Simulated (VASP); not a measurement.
Calculation: LDA (Ceperley-Alder, Perdew-Zunger), VASP's LDA PAW potentials (set 64) (plane waves; VASP).

VASP ran on this input.

INCAR:
```
SYSTEM = CdS
PREC = Accurate; ENCUT = 400; LREAL = F
LASPH = T
EDIFF = 1E-6; NELM = 100; ALGO = Normal
LMAXMIX = 4
ISMEAR = 0; SIGMA = 0.05
IBRION = 2; NSW = 60; ISIF = 3
EDIFFG = -0.01
LWAVE = F; LCHARG = F
```

File KPOINTS:
```
Automatic mesh
0
Gamma
7 7 7
0 0 0
```

File POSCAR:
```
CdS
1.0
  0.0000000000   2.9100000000   2.9100000000
  2.9100000000   0.0000000000   2.9100000000
  2.9100000000   2.9100000000   0.0000000000
Cd S
1 1
Cart
  0.0000000000   0.0000000000   0.0000000000
  1.4550000000   1.4550000000   1.4550000000
```

POTCAR, in this order: Cd S (LDA.64 set). Program: vasp_std.

Output of the run:

### OSZICAR
```
       N       E                     dE             d eps       ncg     rms          rms(c)
DAV:   1     0.905863917922E+02    0.90586E+02   -0.81538E+03   552   0.102E+03
DAV:   2    -0.416213557503E+01   -0.94749E+02   -0.91611E+02   615   0.275E+02
DAV:   3    -0.788883230181E+01   -0.37267E+01   -0.37200E+01   610   0.553E+01
DAV:   4    -0.791438238595E+01   -0.25550E-01   -0.25547E-01   600   0.459E+00
DAV:   5    -0.791474628806E+01   -0.36390E-03   -0.36390E-03   590   0.524E-01    0.854E+00
DAV:   6    -0.743054720719E+01    0.48420E+00   -0.98105E-01   744   0.143E+01    0.663E+00
DAV:   7    -0.740417585877E+01    0.26371E-01   -0.16973E-01   525   0.344E+00    0.313E+00
DAV:   8    -0.739888317978E+01    0.52927E-02   -0.19542E-02   580   0.209E+00    0.250E-01
DAV:   9    -0.739840836272E+01    0.47482E-03   -0.26724E-03   590   0.893E-01    0.619E-02
DAV:  10    -0.739839844343E+01    0.99193E-05   -0.21035E-04   570   0.186E-01    0.641E-02
DAV:  11    -0.739840965411E+01   -0.11211E-04   -0.41426E-05   570   0.793E-02    0.247E-02
DAV:  12    -0.739840438570E+01    0.52684E-05   -0.26507E-05   708   0.749E-02    0.540E-03
DAV:  13    -0.739840447008E+01   -0.84382E-07   -0.14559E-06   398   0.110E-02
   1 F= -.73984045E+01 E0= -.73984045E+01  d E =-.739840E+01
       N       E                     dE             d eps       ncg     rms          rms(c)
DAV:   1    -0.776639006561E+01   -0.36799E+00   -0.70810E+00   575   0.373E+01    0.425E+00
DAV:   2    -0.743502448585E+01    0.33137E+00   -0.91012E-01   590   0.168E+01    0.147E+00
DAV:   3    -0.740876165631E+01    0.26263E-01   -0.85616E-02   535   0.330E+00    0.119E+00
DAV:   4    -0.740602531060E+01    0.27363E-02   -0.46917E-03   525   0.839E-01    0.300E-01
DAV:   5    -0.740569471545E+01    0.33060E-03   -0.64597E-04   635   0.456E-01    0.137E-01
DAV:   6    -0.740569692678E+01   -0.22113E-05   -0.15353E-04   535   0.143E-01    0.385E-02
DAV:   7    -0.740569626184E+01    0.66494E-06   -0.58526E-06   625   0.322E-02
   2 F= -.74056963E+01 E0= -.74056963E+01  d E =-.729179E-02
       N       E                     dE             d eps       ncg     rms          rms(c)
DAV:   1    -0.744371231478E+01   -0.38015E-01   -0.72948E-01   560   0.123E+01    0.148E+00
DAV:   2    -0.741140793751E+01    0.32304E-01   -0.82130E-02   575   0.489E+00    0.555E-01
DAV:   3    -0.740831770447E+01    0.30902E-02   -0.86753E-03   570   0.117E+00    0.467E-01
DAV:   4    -0.740795420882E+01    0.36350E-03   -0.50143E-04   520   0.252E-01    0.883E-02
DAV:   5    -0.740791864009E+01    0.35569E-04   -0.11034E-04   640   0.184E-01    0.220E-02
DAV:   6    -0.740791881681E+01   -0.17673E-06   -0.13619E-05   525   0.493E-02    0.137E-02
DAV:   7    -0.740791903592E+01   -0.21911E-06   -0.47269E-07   260   0.548E-03
   3 F= -.74079190E+01 E0= -.74079190E+01  d E =-.951457E-02
```

File OUTCAR:
```
------------------------ aborting loop because EDIFF is reached ----------------------------------------
  FORCE on cell =-STRESS in cart. coord.  units (eV):
  Direction    XX          YY          ZZ          XY          YZ          ZX
  --------------------------------------------------------------------------------------
  Total       -0.0070603     -0.0070603     -0.0070603      0.0000000     -0.0000000      0.0000000
  in kB       -0.2366239     -0.2366239     -0.2366239      0.0000000     -0.0000000      0.0000000
  external PRESSURE =      -0.2366239 kB  Pullay stress =       0.0000000 kB
  volume of cell :       47.81
      direct lattice vectors                 reciprocal lattice vectors
     0.000000000  2.880590451  2.880590451    -0.173575525  0.173575525  0.173575525
     2.880590451  0.000000000  2.880590451     0.173575525 -0.173575525  0.173575525
     2.880590451  2.880590451  0.000000000     0.173575525  0.173575525 -0.173575525
  FREE ENERGIE OF THE ION-ELECTRON SYSTEM (eV)
  ---------------------------------------------------
  free  energy   TOTEN  =        -7.4079190359 eV

  energy  without entropy=       -7.4079190359  energy(sigma->0) =       -7.40791904

 reached required accuracy - stopping structural energy minimisation
```
(Selected blocks of OUTCAR.)

**CONTCAR**
```
CdS
   1.00000000000000
     0.0000000000000000    2.8805904508248430    2.8805904508248430
     2.8805904508248430    0.0000000000000000    2.8805904508248430
     2.8805904508248430    2.8805904508248430    0.0000000000000000
  Cd              S
     1     1
Direct
     0.0000000000000000    0.0000000000000000    0.0000000000000000
     0.2500000000000000    0.2500000000000000    0.2500000000000000
```

Energy and stress use the plane-wave basis of the starting cell.

The compound is CdS in the zinc blende structure, a metastable form; wurtzite is the usual one. This run relaxes it. Symmetry was kept, so distortions that lower it aren't found.
